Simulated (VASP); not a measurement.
Data:

```
MgY
1.0
    1.72519     0.99604     5.37688
   -1.72519     0.99604     5.37688
    0.00000    -1.99208     5.37688
Y Mg
1 1
Direct
  0.50000   0.50000   0.50000
  0.00000   0.00000   0.00000
```

Computed with PBEsol GGA, VASP's PBE PAW potentials (set 64) (plane waves; VASP). Run with 400 eV cut-off, Gaussian smearing of 0.050 eV, potentials Y_sv Mg.

### Question
What does the run give for the band gap (along the path) with the smallest direct gap where there is one?

### Answer

* **band gap (along the path)**: none (metal, semimetal or under 0.01 eV)

The absolute energy has meaning only against runs of the same code, potentials and settings.

The structure comes from a computed database's YMg entry (R-3m); how it stands against other phases isn't given here. It was relaxed first. The electron count is odd and the run is not spin-polarised, which forces a metal.
